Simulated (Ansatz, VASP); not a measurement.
## Sr3RhN3: VASP beside Ansatz

The input POSCAR:

```
Sr3RhN3
1.0
    7.6895252977      0.0000000000      0.0000000000
   -3.8447626489      6.6593242509      0.0000000000
    0.0000000000      0.0000000000      5.3062733500
Sr Rh N
6 2 6
Direct
    0.9059411300      0.6366907900      0.2500000000
    0.7307496600      0.0940588700      0.2500000000
    0.3633092100      0.2692503400      0.2500000000
    0.0940588700      0.3633092100      0.7500000000
    0.2692503400      0.9059411300      0.7500000000
    0.6366907900      0.7307496600      0.7500000000
    0.6666666667      0.3333333333      0.7500000000
    0.3333333333      0.6666666667      0.2500000000
    0.8935441400      0.5942948700      0.7500000000
    0.7007507300      0.1064558600      0.7500000000
    0.4057051300      0.2992492700      0.7500000000
    0.1064558600      0.4057051300      0.2500000000
    0.2992492700      0.8935441400      0.2500000000
    0.5942948700      0.7007507300      0.2500000000
```

Contents of INCAR.step1:

```
SYSTEM = Sr3RhN3
PREC = Accurate
ENCUT = 520
ISMEAR = -1
SIGMA = 0.05
LREAL = .FALSE.
LASPH = .TRUE.
NELM = 100
NBANDS = 73
GGA = PE
ALGO = Normal
EDIFF = 1E-4
LWAVE = .TRUE.
LCHARG = .FALSE.
```

File INCAR.step2:

```
SYSTEM = Sr3RhN3
PREC = Accurate
ENCUT = 520
EDIFF = 1E-8
ISMEAR = -1
SIGMA = 0.05
LREAL = .FALSE.
LASPH = .TRUE.
NELM = 100
ALGO = Normal
ISIF = 2
LWAVE = .FALSE.
LCHARG = .FALSE.
METAGGA = R2SCAN
LMIXTAU = .TRUE.
LEFG = .TRUE.
NBANDS = 73
ISTART = 1
```

KPOINTS

```
Automatic mesh
0
G
  5 5 6
  0 0 0
```

Input for Ansatz:

```yaml
crystal:
  lattice:
    - [7.6895252977, 0.0, 0.0]
    - [-3.8447626489, 6.6593242509, 0.0]
    - [0.0, 0.0, 5.30627335]
  atoms:
    - { symbol: Sr, position: [0.90594113, 0.63669079, 0.25] }
    - { symbol: Sr, position: [0.73074966, 0.09405887, 0.25] }
    - { symbol: Sr, position: [0.36330921, 0.26925034, 0.25] }
    - { symbol: Sr, position: [0.09405887, 0.36330921, 0.75] }
    - { symbol: Sr, position: [0.26925034, 0.90594113, 0.75] }
    - { symbol: Sr, position: [0.63669079, 0.73074966, 0.75] }
    - { symbol: Rh, position: [0.6666666667, 0.3333333333, 0.75] }
    - { symbol: Rh, position: [0.3333333333, 0.6666666667, 0.25] }
    - { symbol: "N", position: [0.89354414, 0.59429487, 0.75] }
    - { symbol: "N", position: [0.70075073, 0.10645586, 0.75] }
    - { symbol: "N", position: [0.40570513, 0.29924927, 0.75] }
    - { symbol: "N", position: [0.10645586, 0.40570513, 0.25] }
    - { symbol: "N", position: [0.29924927, 0.89354414, 0.25] }
    - { symbol: "N", position: [0.59429487, 0.70075073, 0.25] }
kpoints:
  mp_grid: { grid: [5, 5, 6] }
scf:
  occupations: { method: fermi_dirac, width: 0.05 }
hamiltonian:
  xc: r2scan
  pseudopotentials: { kind: paw }
output:
  forces: true
  stress: true
  populations: true
  efg:
    quadrupole_moments_barn: { Sr: 0.305, "N": 0.02044 }
    contact_densities: true
```

Alike in both runs: task electric field gradients; functional r2SCAN; k mesh 5 × 5 × 6; occupations fermi-dirac, width 0.05 eV; no spin polarisation.

|  | VASP | Ansatz |
| --- | --- | --- |
| version | VASP 6.6.1 | Ansatz 0.2.0 |
| potentials or method | VASP PAW PBE potentials, release 64 (Sr_sv, Rh_pv, N) | plane-wave PAW, scalar-relativistic |
| plane-wave cutoff (eV) | 520 | 500 |
| valence electrons in the cell | 120 | 124 |

```csv
,VASP,Ansatz,Ansatz less VASP
pressure (GPa),-0.1,-0.4,-0.34
largest component of the traceless stress (GPa),0.15,0.18,+0.026
rms of the force components (eV/Å),0.038,0.032,-0.0059
Vzz of the field gradient on the site that differs most (V/Å²),-49.7,-153.6,-103.83
```

Atom by atom the forces differ by 0.012 eV/Å (rms over components). One of these differences is far larger than is usual between the two programs; its cause wasn't traced. The two sets of potentials don't hold the same shells in valence. Ansatz warned: «gradients_without_spin_orbit».

Caveats: the PAW data sets were made with another functional, which shifts forces and pressure a little (VASP).
